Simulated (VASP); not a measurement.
# Al2GaP3 (I-4m2) in VASP: elastic constants with PBE

Aim: the elastic constants of Al2GaP3 with PBE.

All numbers are computed with VASP 6.6.1; they aren't measurements. Logs are shortened: lines on timing, memory, paths and dates and some standing lists are left out, and cuts for length are marked.

**1. Starting point**

The structure is tetragonal, space group I-4m2 (No. 119). The conventional cell has a = 3.895 Å, b = 3.895 Å, c = 16.509 Å, α = 90.00°, β = 90.00°, γ = 90.00°. Al (site symmetry 2mm) is surrounded by 4 P at 2.38 Å. Around Ga (site symmetry -4m2) lie 4 P at 2.39 Å. P (site symmetry 2mm) has 2 Al at 2.38 Å and 2 Ga at 2.39 Å as nearest neighbours. P (site symmetry -4m2) is surrounded by 4 Al at 2.38 Å.

The cell was built by a generator and needn't be a form met in nature.

**2. Elastic constants, PBE**

Input file POSCAR:

```
Al2GaP3
1.0
   -1.9473900000      1.9473900000      8.2547500000
    1.9473900000     -1.9473900000      8.2547500000
    1.9473900000      1.9473900000     -8.2547500000
Al Ga P
2 1 3
Direct
    0.3333590000      0.3333590000      0.0000000000
    0.6666410000      0.6666410000      0.0000000000
    0.0000000000      0.0000000000      0.0000000000
    0.9163060000      0.4163060000      0.5000000000
    0.5836940000      0.0836940000      0.5000000000
    0.2500000000      0.7500000000      0.5000000000
```

Input file INCAR.step1:

```
SYSTEM = Al2GaP3
ALGO = Normal
EDIFF = 1E-8
EDIFFG = -0.002
ENCUT = 520
GGA = PE
IBRION = 2
ISIF = 3
ISMEAR = 0
KPAR = 8
LASPH = .TRUE.
LCHARG = .FALSE.
LREAL = .FALSE.
LWAVE = .FALSE.
NELM = 60
NSW = 40
PREC = Accurate
SIGMA = 0.03
```

Input file INCAR.step2:

```
SYSTEM = Al2GaP3
ALGO = Normal
EDIFF = 1E-8
ENCUT = 520
GGA = PE
IBRION = 6
ISIF = 3
ISMEAR = 0
KPAR = 8
LASPH = .TRUE.
LCHARG = .FALSE.
LREAL = .FALSE.
LWAVE = .FALSE.
NELM = 60
NFREE = 2
NSW = 1
POTIM = 0.015
PREC = Accurate
SIGMA = 0.03
```

Input file KPOINTS:

```
k-points
0
G
  7 7 7
  0 0 0
```

Potentials or basis: VASP PAW PBE potentials, release 64 (Al, Ga_d, P).

The run is started by

```console
$ cat potpaw_PBE.64/Al/POTCAR potpaw_PBE.64/Ga_d/POTCAR potpaw_PBE.64/P/POTCAR > POTCAR
$ cp INCAR.step1 INCAR
$ mpirun -np 8 vasp_std > vasp.out
$ cp CONTCAR POSCAR
$ cp INCAR.step2 INCAR
$ mpirun -np 8 vasp_std > vasp.out
```

OUTCAR:

```text
SYSTEM = Al2GaP3
   EDIFF = 1E-8
   ENCUT = 520
   GGA = PE
   IBRION = 6
   ISIF = 3
   ISMEAR = 0
   LASPH = .TRUE.
   LREAL = .FALSE.
   NELM = 60
   NFREE = 2
   NSW = 1
   POTIM = 0.015
   PREC = Accurate

 ion  position               nearest neighbor table
   1  0.333  0.333  0.000-   4 2.38   4 2.38   6 2.38   6 2.38
   2  0.667  0.667  0.000-   5 2.38   5 2.38   6 2.38   6 2.38
   3  0.000  0.000  0.000-   4 2.39   5 2.39   5 2.39   4 2.39
   4  0.916  0.416  0.500-   1 2.38   1 2.38   3 2.39   3 2.39
   5  0.584  0.084  0.500-   2 2.38   2 2.38   3 2.39   3 2.39
   6  0.250  0.750  0.500-   1 2.38   2 2.38   1 2.38   2 2.38

  LATTYP: Found a body centered tetragonal cell.
 ALAT       =     3.8956255074
 C/A-ratio  =     4.2363125266

  Lattice vectors:

 A1 = (  -1.9478127537,   1.9478127537,   8.2515435678)
 A2 = (   1.9478127537,  -1.9478127537,   8.2515435678)
 A3 = (   1.9478127537,   1.9478127537,  -8.2515435678)

Analysis of symmetry for initial positions (statically):
=====================================================================
 Subroutine PRICEL returns:
 Original cell was already a primitive cell.

 Routine SETGRP: Setting up the symmetry group for a
 body centered tetragonal supercell.

 Subroutine GETGRP returns: Found  8 space group operations
 (whereof  8 operations were pure point group operations)
 out of a pool of 16 trial point group operations.

The static configuration has the point symmetry D_2d.

Analysis of symmetry for dynamics (positions and initial velocities):
=====================================================================
 Subroutine PRICEL returns:
 Original cell was already a primitive cell.

 Routine SETGRP: Setting up the symmetry group for a
 body centered tetragonal supercell.

 Subroutine GETGRP returns: Found  8 space group operations
 (whereof  8 operations were pure point group operations)
 out of a pool of 16 trial point group operations.

The dynamic configuration has the point symmetry D_2d.

 Subroutine INISYM returns: Found  8 space group operations
 (whereof  8 operations are pure point group operations),
 and found     1 'primitive' translations

----------------------------------------------------------------------------------------

                                     Primitive cell

  volume of cell :     125.2246

  direct lattice vectors                    reciprocal lattice vectors
    -1.947812754  1.947812754  8.251543568     0.000000000  0.256698186  0.060594723
     1.947812754 -1.947812754  8.251543568     0.256698186  0.000000000  0.060594723
     1.947812754  1.947812754 -8.251543568     0.256698186  0.256698186  0.000000000

  length of vectors
     8.699190784  8.699190784  8.699190784     0.263753065  0.263753065  0.363026056

  position of ions in fractional coordinates (direct lattice)
     0.333306304  0.333306304  0.000000000
     0.666693696  0.666693696  0.000000000
     0.000000000  0.000000000  0.000000000
     0.916260882  0.416260882  0.500000000
     0.583739118  0.083739118  0.500000000
     0.250000000  0.750000000  0.500000000

  ion indices of the primitive-cell ions
[... 131 lines left out ...]

------------------------ aborting loop because EDIFF is reached ----------------------------------------

  FORCE on cell =-STRESS in cart. coord.  units (eV):
  Direction    XX          YY          ZZ          XY          YZ          ZX
  --------------------------------------------------------------------------------------
  -------------------------------------------------------------------------------------
  Total       -0.0055756     -0.0055756     -0.0040915      0.0000000      0.0000000      0.0000000
  in kB       -0.0713370     -0.0713370     -0.0523481      0.0000000      0.0000000      0.0000000
  external PRESSURE =      -0.0650074 kB  Pullay stress =       0.0000000 kB
[... 101 lines left out ...]
  FREE ENERGIE OF THE ION-ELECTRON SYSTEM (eV)
  ---------------------------------------------------
  free  energy   TOTEN  =       -29.8511171956 eV

  energy  without entropy=      -29.8511171956  energy(sigma->0) =      -29.85111720

[... ionic steps 4 to 30 ...]

--------------------------------------- Ionic step       31  -------------------------------------------

 number of electron      34.0000001 magnetization

------------------------ aborting loop because EDIFF is reached ----------------------------------------
[... 75 lines left out ...]
--------------------------------------- Ionic step       33  -------------------------------------------

 number of electron      34.0000001 magnetization

 Free energy of the ion-electron system (eV)
  ---------------------------------------------------
  ext. energy  EPLUGINS =         0.00000000
  ---------------------------------------------------
  free energy    TOTEN  =       -29.86566983 eV

  energy without entropy =      -29.86566983  energy(sigma->0) =      -29.86566983

 E-fermi :   4.5120     XC(G=0):  -9.3051

 val. band max:        4.3594768067   @ k =   0.0000   0.0000   0.0000
 cond. band min:       6.0169657690   @ k =  -0.4286  -0.4286   0.4286
 fundamental gap:      1.6574889622
 Fermi energy:         4.5119922875

 k-point     1 :       0.0000    0.0000    0.0000
  band No.  band energies     occupation
      1      -9.9313      2.00000
      2      -9.8510      2.00000
      3      -9.8502      2.00000
      4      -9.8048      2.00000
      5      -9.7787      2.00000
      6      -7.3326      2.00000
[... 565 lines left out ...]
     20       7.7579      0.00000
     21       8.1722      0.00000

 [... further k-points ...]

------------------------ aborting loop because EDIFF is reached ----------------------------------------

  FORCE on cell =-STRESS in cart. coord.  units (eV):
  Direction    XX          YY          ZZ          XY          YZ          ZX
  --------------------------------------------------------------------------------------
  -------------------------------------------------------------------------------------
  Total       -0.1173939      0.1124265     -0.0051052      0.0000000      0.0000000      0.0000000
  in kB       -1.5019883      1.4384333     -0.0653187      0.0000000      0.0000000      0.0000000
  external PRESSURE =      -0.0429579 kB  Pullay stress =       0.0000000 kB
[... 21 lines left out ...]
  FREE ENERGIE OF THE ION-ELECTRON SYSTEM (eV)
  ---------------------------------------------------
  free  energy   TOTEN  =       -29.8656698345 eV

  energy  without entropy=      -29.8656698345  energy(sigma->0) =      -29.86566983

 INTERNAL STRAIN TENSORS FROM STRAINED CELLS
 ============================================

 INTERNAL STRAIN TENSOR FOR ION    1 for displacements in x,y,z  (eV/Angst):
          X           Y           Z          XY          YZ          ZX
  --------------------------------------------------------------------------------
  x    -0.00000     0.00000    -0.00000     0.00000     0.00000    -7.61909
  y     0.00000     0.00000     0.00000     0.00000     7.74493    -0.00000
  z    -7.60108     7.60423     0.14162     0.00031     0.00002    -0.00000

 INTERNAL STRAIN TENSORS FROM DISPLACED ATOMS
 ============================================

 INTERNAL STRAIN TENSOR FOR ION    1 for displacements in x,y,z  (eV/Angst):
          X           Y           Z          XY          YZ          ZX
  --------------------------------------------------------------------------------
  x     0.00000     0.00000     0.00000     0.00000     0.00000    -7.63341
  y     0.00000     0.00000     0.00000     0.00000     7.75906     0.00000
  z    -7.58360     7.59179     0.14305     0.00000     0.00000     0.00000

 INTERNAL STRAIN TENSOR FOR ION    6 for displacements in x,y,z  (eV/Angst):
          X           Y           Z          XY          YZ          ZX
  --------------------------------------------------------------------------------
  x     0.00000     0.00000     0.00000     0.00000     0.00000     7.78426
  y     0.00000     0.00000     0.00000     0.00000    -7.78426     0.00000
  z     7.65634    -7.65634     0.00000     0.00000     0.00000     0.00000

 Eigenvectors and eigenvalues of the dynamical matrix
 ----------------------------------------------------

   1 f  =   13.205027 THz    82.969634 2PiTHz  440.472300 cm-1    54.611580 meV
             X         Y         Z           dx          dy          dz
      0.000000  0.000000  5.500583     0.000000    0.000000    0.566629
      0.000000  0.000000 11.002504    -0.000000   -0.000000   -0.566629
      0.000000  0.000000  0.000000    -0.000000    0.000000   -0.000000
      0.000000  1.947813  6.869590    -0.000000   -0.000000   -0.423004
     -0.000000  1.947813  1.381954     0.000000   -0.000000    0.423004
      1.947813  0.000000  4.125772    -0.000000    0.000000   -0.000000
[... 145 lines left out ...]
  18 f/i=    0.001391 THz     0.008742 2PiTHz    0.046409 cm-1     0.005754 meV
             X         Y         Z           dx          dy          dz
      0.000000  0.000000  5.500583    -0.345905   -0.070126    0.000000
      0.000000  0.000000 11.002504    -0.345776   -0.070153    0.000000
      0.000000  0.000000  0.000000    -0.556020   -0.112766    0.000000
      0.000000  1.947813  6.869590    -0.370718   -0.075149    0.000000
     -0.000000  1.947813  1.381954    -0.370543   -0.075185    0.000000
      1.947813  0.000000  4.125772    -0.370662   -0.075173    0.000000

--------------------------------------------------------------------------------------------------------

 ELASTIC MODULI CONTR FROM IONIC RELAXATION (kBar)
 Direction    XX          YY          ZZ          XY          YZ          ZX
 --------------------------------------------------------------------------------
 XX        -216.7076    212.7450      0.7060      0.0000     -0.0000      0.0000
 YY         212.7450   -216.7076      0.7060      0.0000     -0.0000     -0.0000
 ZZ           0.7060      0.7060     -0.2872      0.0000      0.0000     -0.0000
 XY           0.0000      0.0000      0.0000      0.0000      0.0000      0.0000
 YZ          -0.0000     -0.0000      0.0000      0.0000   -216.2034      0.0000
 ZX           0.0000     -0.0000     -0.0000      0.0000      0.0000   -216.2034
 --------------------------------------------------------------------------------

 TOTAL ELASTIC MODULI (kBar)
 Direction    XX          YY          ZZ          XY          YZ          ZX
 --------------------------------------------------------------------------------
 XX        1543.0306    296.1858    582.4564      0.0000     -0.0000      0.0000
 YY         296.1858   1543.0306    582.4564      0.0000     -0.0000     -0.0000
 ZZ         582.4564    582.4564   1249.9850      0.0000      0.0000     -0.0000
 XY           0.0000      0.0000      0.0000    336.1637      0.0000      0.0000
 YZ          -0.0000     -0.0000      0.0000      0.0000    617.5392      0.0000
 ZX           0.0000     -0.0000     -0.0000      0.0000      0.0000    617.5392
 --------------------------------------------------------------------------------
```

Run time: 66 min. Hardware: 8 MPI ranks of Intel Xeon Platinum 8488C (Sapphire Rapids), shared host; peak memory 0.99 GiB.

What came out:

| Item | Value |
| --- | --- |
| Voigt bulk modulus | 81 GPa |
| Highest phonon frequency at Γ, LO-TO splitting left out | 440 cm⁻¹ |

Phonon frequencies in cm⁻¹ (negative: imaginary):
```csv
q point,frequencies
"(0.000, 0.000, 0.000)",0 0 0 110 110 134 134 223 274 333 333 357 403 403 425 425 430 440
```

Elastic tensor in Voigt notation (GPa, in the Cartesian axes of the cell as first typed):
```
154  30  58   0   0   0
 30 154  58   0   0   0
 58  58 125   0   0   0
  0   0   0  62   0   0
  0   0   0   0  62   0
  0   0   0   0   0  34
```

Clamped-ion elastic tensor (GPa):
```
176   8  58   0   0   0
  8 176  58   0   0   0
 58  58 125   0   0   0
  0   0   0  83   0   0
  0   0   0   0  83   0
  0   0   0   0   0  34
```
